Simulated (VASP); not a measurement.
Na2AlCuF6, 10 atoms in the cell. It takes space group Fm-3m (No. 225, cubic). Conventional cell: a = 7.903 Å, b = 7.903 Å, c = 7.903 Å, α = 90.00°, β = 90.00°, γ = 90.00°. Around Na (site symmetry -43m) lie 12 F at 2.80 Å. Al (site symmetry m-3m) is surrounded by 6 F at 1.80 Å. Cu (site symmetry m-3m) has 6 F at 2.15 Å as nearest neighbours. F (site symmetry 4mm) has 1 Al at 1.80 Å as nearest neighbours. The cell comes from a database or a generator and needn't be the stable form of this composition.

```yaml
Program: VASP 6.6.1
Task: single point
Functional: PBEsol
Potentials_or_basis: VASP PAW PBE potentials, release 64 (Na_pv, Al, Cu, F)
Cutoff: 520 eV
k_mesh: 5 × 5 × 5
Occupations: fermi-dirac, width 0.05 eV
Spin: no spin polarisation
Dipole_correction: no
Further_INCAR_settings: ALGO = Normal; EDIFF = 1e-06; NBANDS = 46
```

Potentials or basis: VASP PAW PBE potentials, release 64 (Na_pv, Al, Cu, F).

The run is started by

```bash
$ cat potpaw_PBE.64/Na_pv/POTCAR potpaw_PBE.64/Al/POTCAR potpaw_PBE.64/Cu/POTCAR potpaw_PBE.64/F/POTCAR > POTCAR
$ mpirun -np 1 vasp_std > vasp.out
```

Hardware: 1 thread of Intel(R) Xeon(R) Platinum 8488C (Sapphire Rapids), on a shared host.

Task: Estimate the wall time of this run.

Result: Run time: 63 s on 1 thread of Intel(R) Xeon(R) Platinum 8488C (Sapphire Rapids), on a shared host, peak memory 0.27 GiB. Counts: scf iterations 14, k points 10.
